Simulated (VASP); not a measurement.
The system is SnTe2.

```
Sn Te
1.0
     2.08831    1.20569    6.29096
    -2.08831    1.20569    6.29096
     0.00000   -2.41137    6.29096
Sn Te
1 2
Cartesian
  0.0000 0.0000 0.0000
  0.0000 0.0000 4.5553
  0.0000 0.0000 14.3176
```

The cell was built by a generator and needn't be a form met in nature.

Base run:

| Item | Value |
| --- | --- |
| Program | VASP 6.6.1 |
| Functional | r2SCAN |
| Potentials or basis | VASP PAW PBE potentials, release 64 (Sn_d, Te) |
| Cutoff | 520 eV |
| k mesh | 6 × 6 × 6 |
| Occupations | fermi-dirac, width 0.02 eV |
| Spin | no spin polarisation |

Its results: band gap on the k mesh none (metal or under the smearing width); pressure 1.0 GPa; largest force 0.011 eV/Å.

**Question.** The run is repeated on the same cell with these changes: functional from r2SCAN to HSE06; k mesh from 6 × 6 × 6 to 4 × 4 × 4. What comes out?

**Answer.** Band gap on the k mesh none (metal or under the smearing width); pressure -0.3 GPa; largest force 0.183 eV/Å.

Several settings changed at once, so the effect can't be laid on one alone.

Caveats: some runs use coarse meshes; the PAW data sets were made with another functional, which shifts forces and pressure a little.
